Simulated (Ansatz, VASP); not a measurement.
# Cross-check of MoWSeS3 between VASP and Ansatz

One calculation is typed for both programs; each brings its own data sets. How far apart do they land? The structure shown is the start of the Ansatz relaxation below; VASP solves that cell, so the two are compared at the walk's first step.

Program: Ansatz 0.2.0. Level of theory: plane waves, with VASP 6.6.1 beside it; single point at LDA. Results are calculated unless marked as measured.

## (1) Set-up

The cell holds 6 atoms: 1 Mo, 3 S, 1 Se and 1 W. Its edges and angles: a = 3.219 Å, b = 3.219 Å, c = 46.000 Å, α = 90.0°, β = 90.0°, γ = 120.0°. It derives from Mo1S1Se1. Vacuum lies along c.

## (2) Ansatz: relaxation, LDA

Ansatz runs on its PAW soft_1 files.

The two programs are compared at the cell with which this relaxation starts, whose forces are those of its first step.

input.yaml reads:

```yaml
crystal:
  lattice:
    - [3.21875, 0.0, 0.0]
    - [-1.609375, 2.7875192684, 0.0]
    - [0.0, 0.0, 46.0]
  atoms:
    - { symbol: Mo, position: [0.3333333333, 0.6666666667, 0.4332608696] }
    - { symbol: S, position: [0.6666666667, 0.3333333333, 0.4684782609] }
    - { symbol: Se, position: [0.6666666667, 0.3333333333, 0.3980434783] }
    - { symbol: W, position: [0.0, 0.0, 0.5678260869] }
    - { symbol: S, position: [0.3333333333, 0.6666666667, 0.6019565217] }
    - { symbol: S, position: [0.3333333333, 0.6666666667, 0.5336956521] }
  periodic: [true, true, false]
kpoints:
  mp_grid: { grid: [9, 9, 1] }
hamiltonian:
  xc: lda
  pseudopotentials: { kind: paw, azcp: { folder: soft_1 }, xc_functional: pbe }
scf:
  occupations: { method: fermi_dirac, width: 0.02 }
relax:
  f_tol: 0.01
  max_steps: 100
  cell: {}
```

Launch:

```sh
$ ansatz run input.yaml --threads 2 --pin off --max-ram 92160MiB --backend cuda --events-out ev --progress --plain --runs-dir out --devices 1 --max-vram 13GiB
```

Numbers of over 12 decimals in the logs are rounded to 6 here.

The log of the run:

```text
GPUs: using 1 of 1 available (devices: 1).
Engine: ansatz 0.2.0, x86_64-unknown-linux-gnu
Pseudopotentials: kind: paw
Pseudopotential: Mo, paw, valence charge 14, recommended cutoff 420 eV (normal), soft_1/Mo.paw.azcp
Pseudopotential: S, paw, valence charge 6, recommended cutoff 420 eV (normal), soft_1/S.paw.azcp
Pseudopotential: Se, paw, valence charge 16, recommended cutoff 420 eV (normal), soft_1/Se.paw.azcp
Pseudopotential: W, paw, valence charge 14, recommended cutoff 420 eV (normal), soft_1/W.paw.azcp
Functional definition: SPW92
  exchange = slater_x
  correlation = pw_c
device memory: the entry about to start is reckoned to put 3.2 GiB on a device that reports 45.4 GiB free (of which the cap on the GPU budget leaves the run 13.0 GiB)
GPU FFT provider: cuFFT
GPU libraries: cuBLAS 13.8.2, cuFFT 12.4.0, cuSOLVER 12.3.4
Crystal: 6 atoms, lattice volume = 412.727 Å³
Basis set: ecut = 420 eV, 8217 PW (Γ)
Bands: 38, of which v1, the nominal top of the filled ones, is band 31 counted from 1 (30 counted from 0)
Symmetry: 6 space group operations
Space group: P3m1 (ITA 156), of the structure as read, at distance tolerance 7.4e-5 Å
k-points: 12 of 81 (time reversal used)
Non-local potential: Mo, projectors of the file, l = 0: 3, l = 1: 2, l = 2: 2, l = 3: 1
Non-local potential: S, projectors of the file, l = 0: 2, l = 1: 2, l = 2: 1
Non-local potential: Se, projectors of the file, l = 0: 2, l = 1: 2, l = 2: 3, l = 3: 1
Non-local potential: W, projectors of the file, l = 0: 3, l = 1: 2, l = 2: 2, l = 3: 1
PAW form: soft (Blöchl's): semilocal exchange-correlation on the pseudo side does not see the compensation charge
PAW frozen core: Mo, regenerated for the run's functional, and the local potential with it (the file was generated under x = pbe(κ = 0.804, μ = 0.219515), c = pbe(β = 0.066725))
PAW frozen core: S, regenerated for the run's functional, and the local potential with it (the file was generated under x = pbe(κ = 0.804, μ = 0.219515), c = pbe(β = 0.066725))
PAW frozen core: Se, regenerated for the run's functional, and the local potential with it (the file was generated under x = pbe(κ = 0.804, μ = 0.219515), c = pbe(β = 0.066725))
PAW frozen core: W, regenerated for the run's functional, and the local potential with it (the file was generated under x = pbe(κ = 0.804, μ = 0.219515), c = pbe(β = 0.066725))
PAW one-centre angular grid: Mo, 590 points (default); XC on 64 Gauss nodes
PAW one-centre angular grid: S, 110 points (default); XC on 64 Gauss nodes
PAW one-centre angular grid: Se, 590 points (default); XC on 64 Gauss nodes
PAW one-centre angular grid: W, 590 points (default); XC on 64 Gauss nodes
Initial wavefunctions: pseudopotential atomic-orbital guess
GPU buffer pool allocated for 184320 grid points (all kernels)
GPU transforms: local potential and band sums: pruned to the plane-wave sphere, on 24×24×320
Functional: x = slater, c = lda
SCF iter   1: F=—  HF=-22972.131530 eV  |F-HF|=—  |Δ(HF+E_count)|=         —  Δρ=3.35e-2  dr2=6.69e0  ethr=3.10e-3  ⟨swp⟩=18.9  Hψ=3487  notcnv=0
preconditioner: auto → Resta (q_TF=auto, 1.989 Å⁻¹)  ε∞=2.6  [insulator: Δε(μ)=0.889 eV  Ē_g=8.551 eV  σ=0.020 eV  W_gap=1.00  n_scr=28 (ndim 8)  ℏωp=11.0 eV  f_vac=0.711  D(μ)=0.00/eV (n_scr^D=0)  ε∞_Penn≈2.6  vacuum switching on, ρ_ref=5.3e-3 e/Å³]
SCF iter   2: F=—  HF=-22971.249569 eV  |F-HF|=—  |Δ(HF+E_count)|=   8.82e-1  Δρ=2.25e-2  dr2=7.66e0  ethr=3.10e-3  ⟨swp⟩=4.9  Hψ=1335  notcnv=0  defer=25
preconditioner: auto → LDOS  [insulator: Δε(μ)=0.231 eV  Ē_g=7.800 eV  σ=0.020 eV  W_gap=0.83  n_scr=28 (ndim 8)  ℏωp=11.0 eV  f_vac=0.711  D(μ)=1.03/eV (n_scr^D=8)  ε∞_Penn≈3.0  β→1.0]
SCF iter   3: F=—  HF=-22970.591031 eV  |F-HF|=—  |Δ(HF+E_count)|=   6.59e-1  Δρ=8.98e-3  dr2=1.19e0  ethr=3.10e-3  ⟨swp⟩=5.4  Hψ=1140  notcnv=0  defer=22
SCF iter   4: F=—  HF=-22970.664976 eV  |F-HF|=—  |Δ(HF+E_count)|=   7.39e-2  Δρ=6.67e-3  dr2=3.22e0  ethr=1.92e-3  ⟨swp⟩=4.2  Hψ=874  notcnv=0  defer=21  recentre
SCF iter   5: F=—  HF=-22970.406148 eV  |F-HF|=—  |Δ(HF+E_count)|=   2.59e-1  Δρ=3.30e-3  dr2=4.34e-2  ethr=1.92e-3  ⟨swp⟩=3.8  Hψ=778  notcnv=0  defer=17
SCF iter   6: F=—  HF=-22970.406520 eV  |F-HF|=—  |Δ(HF+E_count)|=   3.72e-4  Δρ=1.08e-3  dr2=3.12e-2  ethr=7.00e-5  ⟨swp⟩=4.8  Hψ=1125  notcnv=0  defer=20
SCF iter   7: F=—  HF=-22970.405719 eV  |F-HF|=—  |Δ(HF+E_count)|=   8.01e-4  Δρ=7.80e-4  dr2=2.67e-2  ethr=5.04e-5  ⟨swp⟩=4.2  Hψ=808  notcnv=0  defer=20
SCF iter   8: F=—  HF=-22970.403329 eV  |F-HF|=—  |Δ(HF+E_count)|=   2.39e-3  Δρ=3.17e-4  dr2=1.55e-3  ethr=4.30e-5  ⟨swp⟩=3.2  Hψ=704  notcnv=0  defer=20
SCF iter   9: F=—  HF=-22970.403192 eV  |F-HF|=—  |Δ(HF+E_count)|=   1.36e-4  Δρ=2.09e-4  dr2=3.33e-4  ethr=2.50e-6  ⟨swp⟩=3.2  Hψ=810  notcnv=0  defer=20
SCF iter  10: F=—  HF=-22970.403058 eV  |F-HF|=—  |Δ(HF+E_count)|=   1.34e-4  Δρ=1.14e-4  dr2=7.93e-5  ethr=5.37e-7  ⟨swp⟩=3.1  Hψ=790  notcnv=0  defer=20
[...]
GPU FFT provider: cuFFT
GPU libraries: cuBLAS 13.8.2, cuFFT 12.4.0, cuSOLVER 12.3.4
Crystal: 6 atoms, lattice volume = 396.542 Å³
GPU buffer pool allocated for 184320 grid points (all kernels)
GPU transforms: local potential and band sums: pruned to the plane-wave sphere, on 24×24×320
[...]
preconditioner: auto → Resta (q_TF=auto, 2.003 Å⁻¹)  ε∞=2.8  [insulator: Δε(μ)=0.946 eV  Ē_g=8.307 eV  σ=0.020 eV  W_gap=1.00  n_scr=28 (ndim 8)  ℏωp=11.2 eV  f_vac=0.718  D(μ)=0.00/eV (n_scr^D=0)  ε∞_Penn≈2.8  vacuum switching on, ρ_ref=5.0e-3 e/Å³]
[...]
SCF iter   8: F=-22970.632724 eV  HF=-22970.632724 eV  |F-HF|=8.05e-9  |Δ(HF+E_count)|=   9.92e-8  Δρ=1.36e-6  dr2=1.30e-8  ethr=4.44e-11  ⟨swp⟩=6.6  Hψ=2860  notcnv=0
SCF 6 converged in 8 iterations: F = -22970.632724 eV  dr2 = 1.30e-8
relax step   6: F+E_penalty+E_count = -22970.63272387 eV  Δ(F+E_penalty+E_count) = -2.975e-5 eV  max|allowed force component| = 3.436e-3 eV/Å  Δτ_max = 0.0049 Å  P = +0.010 N/m  Ω = 396.542 Å³  energy of the carried Pulay correction = +1.161e-3 eV  fix = [c, alpha, beta]  reactions: c +0.000 N/m  (8 SCF iters, dr2 threshold 2.75e-8 eV, accepted)
device memory: the entry about to start is reckoned to put 3.2 GiB on a device that reports 46.3 GiB free (of which the cap on the GPU budget leaves the run 13.0 GiB)
GPU FFT provider: cuFFT
GPU libraries: cuBLAS 13.8.2, cuFFT 12.4.0, cuSOLVER 12.3.4
Initial wavefunctions: pseudopotential atomic-orbital guess (no wavefunctions were taken with the density)
GPU buffer pool allocated for 184320 grid points (all kernels)
GPU transforms: local potential and band sums: pruned to the plane-wave sphere, on 24×24×320
iter 1 solved again at ethr=3.00e-7 eV; its pass at ethr=3.10e-3 eV (dr2=1.86e-4 eV) is discarded
SCF iter   1: F=—  HF=-22970.631355 eV  |F-HF|=—  |Δ(HF+E_count)|=         —  Δρ=2.87e-5  dr2=4.27e-7  ethr=3.00e-7  ⟨swp⟩=6.7  Hψ=5858  notcnv=0
preconditioner: auto → Resta (q_TF=auto, 2.003 Å⁻¹)  ε∞=2.8  [insulator: Δε(μ)=0.948 eV  Ē_g=8.307 eV  σ=0.020 eV  W_gap=1.00  n_scr=28 (ndim 8)  ℏωp=11.2 eV  f_vac=0.718  D(μ)=0.00/eV (n_scr^D=0)  ε∞_Penn≈2.8  vacuum switching on, ρ_ref=5.0e-3 e/Å³]
SCF iter   2: F=—  HF=-22970.631632 eV  |F-HF|=—  |Δ(HF+E_count)|=   2.77e-4  Δρ=1.49e-5  dr2=1.46e-7  ethr=6.89e-10  ⟨swp⟩=4.4  Hψ=1381  notcnv=0
SCF iter   3: F=—  HF=-22970.631632 eV  |F-HF|=—  |Δ(HF+E_count)|=   1.18e-7  Δρ=4.82e-6  dr2=3.93e-7  ethr=2.36e-10  ⟨swp⟩=3.4  Hψ=954  notcnv=0
SCF iter   4: F=—  HF=-22970.631632 eV  |F-HF|=—  |Δ(HF+E_count)|=   3.67e-8  Δρ=1.59e-6  dr2=1.72e-8  ethr=2.36e-10  ⟨swp⟩=2.6  Hψ=657  notcnv=0
SCF iter   5: F=—  HF=-22970.631632 eV  |F-HF|=—  |Δ(HF+E_count)|=  8.00e-11  Δρ=6.26e-7  dr2=2.72e-9  ethr=2.78e-11  ⟨swp⟩=3.4  Hψ=897  notcnv=0
SCF iter   6: F=—  HF=-22970.631632 eV  |F-HF|=—  |Δ(HF+E_count)|=  2.95e-10  Δρ=2.33e-7  dr2=1.38e-10  ethr=4.40e-12  ⟨swp⟩=3.0  Hψ=756  notcnv=0
SCF iter   7: F=—  HF=-22970.631632 eV  |F-HF|=—  |Δ(HF+E_count)|=  1.02e-10  Δρ=1.04e-7  dr2=9.65e-11  ethr=1.00e-12  ⟨swp⟩=2.8  Hψ=854  notcnv=0
SCF iter   8: F=-22970.631632 eV  HF=-22970.631632 eV  |F-HF|=5.09e-11  |Δ(HF+E_count)|=  1.46e-11  Δρ=3.45e-8  dr2=6.44e-12  ethr=1.00e-12  ⟨swp⟩=11.8  Hψ=3502  notcnv=0
SCF 7 converged in 8 iterations: F = -22970.631632 eV  dr2 = 6.44e-12
relax step   7: F+E_penalty+E_count = -22970.63163210 eV  Δ(F+E_penalty+E_count) = +1.092e-3 eV  max|allowed force component| = 3.463e-3 eV/Å  Δτ_max = 0.0000 Å  P = +0.005 N/m  Ω = 396.542 Å³  fix = [c, alpha, beta]  reactions: c +0.000 N/m  stress off target by 4.52e-3 N/m on what of the cell is left free  SCF on the basis re-selected at this cell (its energy is not comparable with the rows above)  (8 SCF iters)
basis re-selected at this cell: Δ(F+E_penalty+E_count) = +1.092e-3 eV, ΔP = -0.005 N/m vs the last step (what re-selecting the basis moved, of the pressure what is left beyond the Pulay correction that the steps carried, after the strain that the cell walked since its last selection, with what the two solves' SCF thresholds leave and, on support functions, any second-order correction that the steps lacked; it is no m [...]
SCF converged after 8 iterations
Free energy (F): -22970.631632 eV
Harris-Foulkes:  -22970.631632 eV  (|F-HF|=5.09e-11)
Internal energy: -22970.631632 eV  (E = F + TS)
E sigma→0 (E₀):  -22970.631632 eV
Fermi energy:    -4.623916 eV
--- Per-component energies (eV) ---
  E_band       = -1726.638202
  E_kinetic    = 1281.253823
  E_local      = -311608.803846  (includes V_loc(G=0)·N_el)
  E_nonlocal   = -109.343800
  E_hartree    = 155030.068135
  E_xc         = -793.557930
  E_vxc        = -794.325393  (∫ρ·V_xc dr)
  E_paw        = -15200.969559  (= ΣΔE_a)
  E_vpaw       = -555.554769  (= ΣTr[D̂ρ^β])
  E_aug_tail   = -0.000171  (compensation charges beyond the density's cutoff)
  E_ewald      = 148427.288698
  E_core_change = 3.433018  (= ΣΔE_core)
  E_smearing   = -0.000000  (= −TS)
  E_closure    = 0.000000  (closes the sum)
  Σ components = -22970.631632   (vs F -22970.631632, Δ=0.00e0)
--- Forces (eV/Å), atoms counted from 1 ---
  atom   1  Mo     0.00000000     0.00000000     0.00355574
  atom   2  S      0.00000000    -0.00000000    -0.00065598
  atom   3  Se     0.00000000    -0.00000000    -0.00305710
  atom   4  W      0.00000000     0.00000000     0.00026570
  atom   5  S      0.00000000    -0.00000000     0.00133667
  atom   6  S      0.00000000     0.00000000    -0.00088760
  max |Σ_I F_I| component: 5.57e-4 eV/Å
--- 2D stress c σ (N/m, compression-positive) ---
        0.004516       0.000000      -0.000000
       -0.000000       0.004516       0.000000
       -0.000000       0.000000       0.000000
  P = ½ c Tr σ = 0.0045 N/m
--- Band table (eV; the first three rows and the last of 12) ---
  k-point 0: bands = [... 27 lower, -6.9649, -6.9649, -6.1170, -5.0728, -2.8373, -2.8373, -2.6203, -2.6203, ... 3 higher]
  k-point 1: bands = [... 27 lower, -7.0063, -6.8613, -6.1217, -5.3795, -3.1881, -3.0326, -2.8128, -2.7959, ... 3 higher]
  k-point 2: bands = [... 27 lower, -7.2958, -7.0092, -6.4790, -6.2098, -3.9099, -3.2519, -3.2480, -2.8950, ... 3 higher]
  k-point 11: bands = [... 27 lower, -8.1276, -7.8546, -5.8766, -5.5952, -4.0174, -3.7531, -3.1435, -2.5396, ... 3 higher]
--- Relaxed structure (6 steps of the walk, 6 accepted, 1 SCFs on fresh bases) ---
  F+E_penalty+E_count = -22970.63163210 eV   max|allowed force component| = 3.463e-3 eV/Å   (the final SCF, on the basis selected at the relaxed cell)
  cell:  # Å, volume = 396.5418 Å³
    - [3.155007, 0, 0]
    - [-1.577503, 2.732316, 0]
    - [0, 0, 46.0]
  atoms:
    - { symbol: Mo, position: [0.333333, 0.666667, 0.436189] }
    - { symbol: S, position: [0.666667, 0.333333, 0.469453] }
    - { symbol: Se, position: [0.666667, 0.333333, 0.399245] }
    - { symbol: W, position: [-1.9021724159598778e-17, -2.0567715524022355e-17, 0.566130] }
    - { symbol: S, position: [0.333333, 0.666667, 0.599826] }
    - { symbol: S, position: [0.333333, 0.666667, 0.532419] }
```

(Part 1 of 2 ends here.)

[Lines on the potential files, build, host, timing and source positions are cut from VASP's logs without a mark.]

[Logs are printed without paths, hosts, clocks, repeated set-up lines and the standing remarks that a program may print on its own settings, such as how far it seeks lower states.]

[Hosts, paths, dates, database ids (printed as entryN), source tags and the programs' standing remarks are cut or masked in the printed files.]
